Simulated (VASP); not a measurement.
Here is the system:

```xyz
4
Lattice="3.5986 0.0000 0.0000 0.0000 3.5986 0.0000 0.0000 0.0000 3.5986" Properties=species:S:1:pos:R:3 pbc="T T T"
Al     0.0000     0.0000     0.0000
Ni     0.0000     1.7993     1.7993
Ni     1.7993     0.0000     1.7993
Ni     1.7993     1.7993     0.0000
```
Starting moments (μB, in the order of the record's atoms Al Ni Ni Ni): 0.0 0.3 0.3 0.3.

The numbers are results of RPBE GGA, VASP's PBE PAW potentials (set 64) (plane waves; VASP), not measurements. Run with 520 eV cut-off, 9×9×9 Γ-centred mesh, first-order Methfessel-Paxton smearing of 0.10 eV, potentials Al Ni.

Question: Give the energy at these volumes per atom, relative to the lowest: 10.95, 11.30, 11.65, 12.00, 12.35 Å³.

Answer: 24.4, 5.8, 0.0, 5.1, 19.4 meV/atom. A third-order Birch-Murnaghan fit gives B0 = 166 GPa and B0′ = 4.6.

Measured: bulk modulus 174 GPa (computed value off by -4.7 %), as given by Nikolai A. Zarkevich et al., Crystals (2023), arXiv:2304.06869; a 3.572 Å (computed value off by +0.8 %), as given by Tensorial elastic properties and stability of interface states associated with Σ5(210) grain boundaries in Ni3(Al,Si). The calculation is for a static lattice, while the measured bulk modulus, a hold thermal and zero-point effects, which are part of the difference.

The compound is Ni3Al in the L1_2 structure. It was relaxed first.
